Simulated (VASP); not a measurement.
# Ta3Si3N (P4/mmm) in VASP: phonons with PBE

Aim: the phonons of Ta3Si3N with PBE.

All numbers are computed with VASP 6.6.1; they aren't measurements. Logs are shortened: lines on timing, memory, paths and dates and some standing lists are left out, and cuts for length are marked.

### 1 Starting point

Symmetry: P4/mmm, No. 123, tetragonal system. The conventional cell has a = 3.222 Å, b = 3.222 Å, c = 9.482 Å, α = 90.00°, β = 90.00°, γ = 90.00°. Around Ta (site symmetry 4mm) lie 1 N at 2.14 Å. Ta (site symmetry 4/mmm) has 4 N at 2.28 Å as nearest neighbours. Around Si (site symmetry 4mm) lie 5 Si at 2.59 to 2.62 Å and 4 Ta at 2.63 Å. Around Si (site symmetry 4/mmm) lie 2 Ta at 2.60 Å and 8 Si at 2.62 Å. Around N (site symmetry 4/mmm) lie 6 Ta at 2.14 to 2.28 Å.

The cell was built by a generator and needn't be a form met in nature.

### 2 Phonons, PBE

Contents of POSCAR:

```
Ta3Si3N
1.0
    3.2220200000      0.0000000000      0.0000000000
    0.0000000000      3.2220200000      0.0000000000
    0.0000000000      0.0000000000      9.4824000000
Ta Si N
3 3 1
Direct
    0.0000000000      0.0000000000      0.7745660000
    0.0000000000      0.0000000000      0.2254340000
    0.5000000000      0.5000000000      0.0000000000
    0.5000000000      0.5000000000      0.3633380000
    0.5000000000      0.5000000000      0.6366620000
    0.0000000000      0.0000000000      0.5000000000
    0.0000000000      0.0000000000      0.0000000000
```

Contents of INCAR.step1:

```
SYSTEM = Ta3Si3N
PREC = Accurate
ENCUT = 520
EDIFF = 1E-8
ISMEAR = 0
SIGMA = 0.1
LREAL = .FALSE.
LASPH = .TRUE.
NELM = 80
ALGO = Fast
ISIF = 3
LWAVE = .FALSE.
LCHARG = .FALSE.
GGA = PE
KPAR = 4
IBRION = 2
NSW = 40
EDIFFG = -0.002
```

Contents of INCAR.step2:

```
SYSTEM = Ta3Si3N
PREC = Accurate
ENCUT = 520
EDIFF = 1E-8
ISMEAR = 0
SIGMA = 0.1
LREAL = .FALSE.
LASPH = .TRUE.
NELM = 80
ALGO = Fast
ISIF = 2
LWAVE = .FALSE.
LCHARG = .FALSE.
GGA = PE
KPAR = 4
IBRION = 6
NFREE = 2
POTIM = 0.015
NSW = 1
```

Contents of KPOINTS:

```
Automatic mesh
0
G
  10 10 4
  0 0 0
```

Potentials or basis: VASP PAW PBE potentials, release 64 (Ta_pv, Si, N).

Started as:

```sh
$ cat potpaw_PBE.64/Ta_pv/POTCAR potpaw_PBE.64/Si/POTCAR potpaw_PBE.64/N/POTCAR > POTCAR
$ cp INCAR.step1 INCAR
$ mpirun -np 4 vasp_std > vasp.out
$ cp CONTCAR POSCAR
$ cp INCAR.step2 INCAR
$ mpirun -np 4 vasp_std > vasp.out
```

OUTCAR:

```text
SYSTEM = Ta3Si3N
   PREC = Accurate
   ENCUT = 520
   EDIFF = 1E-8
   ISMEAR = 0
   LREAL = .FALSE.
   LASPH = .TRUE.
   NELM = 80
   ISIF = 2
   GGA = PE
   IBRION = 6
   NFREE = 2
   POTIM = 0.015
   NSW = 1

 ion  position               nearest neighbor table
   1  0.000  0.000  0.775-   7 2.14   6 2.60   5 2.63   5 2.63   5 2.63   5 2.63   3 3.12   3 3.12
                             3 3.12   3 3.12
   2  0.000  0.000  0.225-   7 2.14   6 2.60   4 2.63   4 2.63   4 2.63   4 2.63   3 3.12   3 3.12
                             3 3.12   3 3.12
   3  0.500  0.500  0.000-   7 2.28   7 2.28   7 2.28   7 2.28   2 3.12   2 3.12   1 3.12   2 3.12
                             1 3.12   1 3.12   2 3.12   1 3.12
   4  0.500  0.500  0.363-   5 2.59   6 2.62   6 2.62   6 2.62   6 2.62   2 2.63   2 2.63   2 2.63
                             2 2.63
   5  0.500  0.500  0.637-   4 2.59   6 2.62   6 2.62   6 2.62   6 2.62   1 2.63   1 2.63   1 2.63
                             1 2.63
   6  0.000  0.000  0.500-   1 2.60   2 2.60   4 2.62   5 2.62   4 2.62   5 2.62   4 2.62   5 2.62
                             4 2.62   5 2.62
   7  0.000  0.000  0.000-   1 2.14   2 2.14   3 2.28   3 2.28   3 2.28   3 2.28

  LATTYP: Found a simple tetragonal cell.
 ALAT       =     3.2220200000
 C/A-ratio  =     2.9429984916

  Lattice vectors:

 A1 = (   3.2220200000,   0.0000000000,   0.0000000000)
 A2 = (   0.0000000000,   3.2220200000,   0.0000000000)
 A3 = (   0.0000000000,   0.0000000000,   9.4824000000)

Analysis of symmetry for initial positions (statically):
=====================================================================
 Subroutine PRICEL returns:
 Original cell was already a primitive cell.

 Routine SETGRP: Setting up the symmetry group for a
 simple tetragonal supercell.

 Subroutine GETGRP returns: Found 16 space group operations
 (whereof 16 operations were pure point group operations)
 out of a pool of 16 trial point group operations.

The static configuration has the point symmetry D_4h.

Analysis of symmetry for dynamics (positions and initial velocities):
=====================================================================
 Subroutine PRICEL returns:
 Original cell was already a primitive cell.

 Routine SETGRP: Setting up the symmetry group for a
 simple tetragonal supercell.

 Subroutine GETGRP returns: Found 16 space group operations
 (whereof 16 operations were pure point group operations)
 out of a pool of 16 trial point group operations.

The dynamic configuration has the point symmetry D_4h.

 Subroutine INISYM returns: Found 16 space group operations
 (whereof 16 operations are pure point group operations),
 and found     1 'primitive' translations

----------------------------------------------------------------------------------------

                                     Primitive cell

  volume of cell :      98.4407

  direct lattice vectors                    reciprocal lattice vectors
     3.222020000  0.000000000  0.000000000     0.310364306  0.000000000  0.000000000
     0.000000000  3.222020000  0.000000000     0.000000000  0.310364306  0.000000000
     0.000000000  0.000000000  9.482400000     0.000000000  0.000000000  0.105458534

  length of vectors
     3.222020000  3.222020000  9.482400000     0.310364306  0.310364306  0.105458534

  position of ions in fractional coordinates (direct lattice)
     0.000000000  0.000000000  0.774566000
     0.000000000  0.000000000  0.225434000
[... 112 lines left out ...]
   GGA     = PE    functional components
   LHFCALC =     F    Hartree Fock is set to
   AEXX    =    0.0000 exact exchange contribution
   IVDW    =     0    specifies the selected vdW correction
   LEPSILON=     F    determine dielectric tensor
   LRPA    =     F    only Hartree local field effects (RPA)
 finite differences with symmetry
 non-spin polarized calculation
 RMM-DIIS sequential band-by-band and
 Gauss-broadening in eV      SIGMA  =   0.10
  energy-cutoff  :      520.00
  volume of cell :       98.44
 maximum number of plane-waves:      2688
 NGX is ok and might be reduce to    24
   NGX = 11   NGY = 11   NGZ = 35

--------------------------------------- Ionic step        1  -------------------------------------------

 number of electron      49.9999999 magnetization

 Free energy of the ion-electron system (eV)
  ---------------------------------------------------
  ext. energy  EPLUGINS =         0.00000000
  ---------------------------------------------------
  free energy    TOTEN  =       -62.36399104 eV

  energy without entropy =      -62.34619539  energy(sigma->0) =      -62.35509321

------------------------ aborting loop because EDIFF is reached ----------------------------------------

  FORCE on cell =-STRESS in cart. coord.  units (eV):
  Direction    XX          YY          ZZ          XY          YZ          ZX
  --------------------------------------------------------------------------------------
  -------------------------------------------------------------------------------------
  Total       -0.0132469     -0.0132469      0.0036904      0.0000000      0.0000000      0.0000000
  in kB       -0.2156008     -0.2156008      0.0600632      0.0000000      0.0000000      0.0000000
  external PRESSURE =      -0.1237128 kB  Pullay stress =       0.0000000 kB
[... 104 lines left out ...]
  FREE ENERGIE OF THE ION-ELECTRON SYSTEM (eV)
  ---------------------------------------------------
  free  energy   TOTEN  =       -62.3629757914 eV

  energy  without entropy=      -62.3452009246  energy(sigma->0) =      -62.35408836

[... ionic steps 4 to 18 ...]

--------------------------------------- Ionic step       19  -------------------------------------------

 number of electron      49.9999999 magnetization

------------------------ aborting loop because EDIFF is reached ----------------------------------------
[... 77 lines left out ...]
--------------------------------------- Ionic step       21  -------------------------------------------

 number of electron      49.9999999 magnetization

 Free energy of the ion-electron system (eV)
  ---------------------------------------------------
  ext. energy  EPLUGINS =         0.00000000
  ---------------------------------------------------
  free energy    TOTEN  =       -62.36201191 eV

  energy without entropy =      -62.34422186  energy(sigma->0) =      -62.35311689

 E-fermi :   8.4930     XC(G=0): -12.2720

 val. band max:        8.4875438753   @ k =   0.2000   0.1000   0.0000
 cond. band min:       8.4979819544   @ k =   0.4000   0.3000   0.2500
 fundamental gap:      0.0104380791
 Fermi energy:         8.4930116775

 k-point     1 :       0.0000    0.0000    0.0000
  band No.  band energies     occupation
      1     -26.7654      2.00000
      2     -26.7654      2.00000
      3     -26.5057      2.00000
      4     -25.9110      2.00000
      5     -25.8144      2.00000
      6     -25.5867      2.00000
[... 781 lines left out ...]
     29      10.0070      0.00000
     30      11.1155      0.00000

 [... further k-points ...]

------------------------ aborting loop because EDIFF is reached ----------------------------------------

  FORCE on cell =-STRESS in cart. coord.  units (eV):
  Direction    XX          YY          ZZ          XY          YZ          ZX
  --------------------------------------------------------------------------------------
  -------------------------------------------------------------------------------------
  Total       -0.0118500     -0.0118500      0.0227968      0.0000000      0.0000000      0.0000000
  in kB       -0.1928647     -0.1928647      0.3710299      0.0000000      0.0000000      0.0000000
  external PRESSURE =      -0.0048998 kB  Pullay stress =       0.0000000 kB
[... 22 lines left out ...]
  FREE ENERGIE OF THE ION-ELECTRON SYSTEM (eV)
  ---------------------------------------------------
  free  energy   TOTEN  =       -62.3620119106 eV

  energy  without entropy=      -62.3442218645  energy(sigma->0) =      -62.35311689

 INTERNAL STRAIN TENSORS FROM DISPLACED ATOMS
 ============================================

 INTERNAL STRAIN TENSOR FOR ION    1 for displacements in x,y,z  (eV/Angst):
          X           Y           Z          XY          YZ          ZX
  --------------------------------------------------------------------------------
  x     0.00000     0.00000     0.00000     0.00000     0.00000    -2.77474
  y     0.00000     0.00000     0.00000     0.00000    -2.77474     0.00000
  z    -2.57898    -2.57898     6.95108     0.00000     0.00000     0.00000

 INTERNAL STRAIN TENSOR FOR ION    7 for displacements in x,y,z  (eV/Angst):
          X           Y           Z          XY          YZ          ZX
  --------------------------------------------------------------------------------
  x     0.00000     0.00000     0.00000     0.00000     0.00000     0.00000
  y     0.00000     0.00000     0.00000     0.00000     0.00000     0.00000
  z     0.00000     0.00000     0.00000     0.00000     0.00000     0.00000

 Eigenvectors and eigenvalues of the dynamical matrix
 ----------------------------------------------------

   1 f  =   17.857881 THz   112.204373 2PiTHz  595.674778 cm-1    73.854227 meV
             X         Y         Z           dx          dy          dz
      0.000000  0.000000  7.344745    -0.000000   -0.000000   -0.129679
      0.000000  0.000000  2.137655    -0.000000   -0.000000   -0.129679
      1.611010  1.611010  0.000000    -0.000000   -0.000000    0.018464
      1.611010  1.611010  3.445316     0.000000    0.000000   -0.014960
      1.611010  1.611010  6.037084     0.000000    0.000000   -0.014960
      0.000000  0.000000  4.741200     0.000000    0.000000   -0.051634
      0.000000  0.000000  0.000000     0.000000    0.000000    0.981281
[... 191 lines left out ...]
  21 f/i=    0.001072 THz     0.006736 2PiTHz    0.035763 cm-1     0.004434 meV
             X         Y         Z           dx          dy          dz
      0.000000  0.000000  7.344745    -0.000000   -0.000000   -0.531237
      0.000000  0.000000  2.137655    -0.000000   -0.000000   -0.531237
      1.611010  1.611010  0.000000    -0.000000   -0.000000   -0.531242
      1.611010  1.611010  3.445316    -0.000000   -0.000000   -0.209389
      1.611010  1.611010  6.037084    -0.000000   -0.000000   -0.209389
      0.000000  0.000000  4.741200    -0.000000   -0.000000   -0.209334
      0.000000  0.000000  0.000000    -0.000000   -0.000000   -0.147812

 ELASTIC MODULI CONTR FROM IONIC RELAXATION (kBar)
 Direction    XX          YY          ZZ          XY          YZ          ZX
 --------------------------------------------------------------------------------
 XX        -175.0682   -175.0682     50.3202      0.0000     -0.0000      0.0000
 YY        -175.0682   -175.0682     50.3202      0.0000     -0.0000      0.0000
 ZZ          50.3202     50.3202    -93.9421      0.0000     -0.0000     -0.0000
 XY           0.0000      0.0000      0.0000      0.0000      0.0000      0.0000
 YZ          -0.0000     -0.0000     -0.0000      0.0000   -187.3184     -0.0000
 ZX           0.0000      0.0000     -0.0000      0.0000     -0.0000   -187.3184
 --------------------------------------------------------------------------------
```

Wall time 16 min (4 MPI ranks of Intel Xeon Platinum 8488C (Sapphire Rapids), shared host); peak memory 0.65 GiB.

What came out:

```
Highest phonon frequency at Γ, LO-TO splitting left out : 596 cm⁻¹
```

Phonon frequencies in cm⁻¹ (negative: imaginary):
| q point | frequencies |
| --- | --- |
| (0.000, 0.000, 0.000) | 0 0 0 68 68 95 95 116 154 209 209 219 290 312 312 316 316 366 393 393 596 |
